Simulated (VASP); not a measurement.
An input for Quantum ESPRESSO's pw.x (written as the equivalent of a VASP run, and not itself run):

```
&CONTROL
  calculation = 'scf'
  pseudo_dir = './pseudo'
  outdir = './out'
  tprnfor = .true.
  tstress = .true.
/
&SYSTEM
  ibrav = 0
  nat = 3
  ntyp = 2
  ecutwfc = 68
  occupations = 'tetrahedra'
  input_dft = 'pbesol'
/
&ELECTRONS
  conv_thr = 7.3e-09
  electron_maxstep = 100
/
ATOMIC_SPECIES
  Ca 40.078 Ca.upf
  Si 28.085 Si.upf
CELL_PARAMETERS angstrom
     1.9066256    1.1007906    5.2254387
    -1.9066256    1.1007906    5.2254387
     0.0000000   -2.2015812    5.2254387
ATOMIC_POSITIONS crystal
  Ca   1.0000000  1.0000000  1.0000000
  Si   0.8025652  0.8025652  0.8025652
  Si   0.1974348  0.1974348  0.1974348
K_POINTS automatic
  11 11 11 0 0 0
```

Problem. Translate this input to VASP (INCAR, KPOINTS, POSCAR, choice of POTCAR).

Solution. Several could match; the one computed here: 
File POSCAR:
```
CaSi2
1
    1.9066255994     1.1007905853     5.2254386514
   -1.9066255994     1.1007905853     5.2254386514
    0.0000000000    -2.2015811706     5.2254386514
Ca Si
1 2
Direct
  1.0000000000   1.0000000000   1.0000000000
  0.8025651829   0.8025651829   0.8025651829
  0.1974348171   0.1974348171   0.1974348171
```

KPOINTS:
```
kpoints
0
gamma
  11 11 11
```

**INCAR**
```
SYSTEM = CaSi2
PREC = Accurate; ENCUT = 400; LREAL = .False.
LASPH = .True.
EDIFF = 1E-7; NELM = 100; ALGO = Normal
ISMEAR = -5
GGA = PS
ISIF = 2
LWAVE = .False.; LCHARG = .True.; LORBIT = 11
NEDOS = 601
LEFG = .True.
```

POTCAR, in this order: Ca_sv Si (PBE.64 set). Program: vasp_std.

The two are equivalent in intent, not identical: the potentials are each code's own (VASP's PAW set, PseudoDojo norm-conserving files in pw.x), so ENCUT and ecutwfc are chosen apart and not converted; conv_thr bounds pw.x's estimated SCF error, while EDIFF bounds the energy change between steps; the field gradients of LEFG aren't asked of the other code.

The structure comes from a computed database's CaSi2 entry (R-3m); how it stands against other phases isn't given here. It was relaxed first.
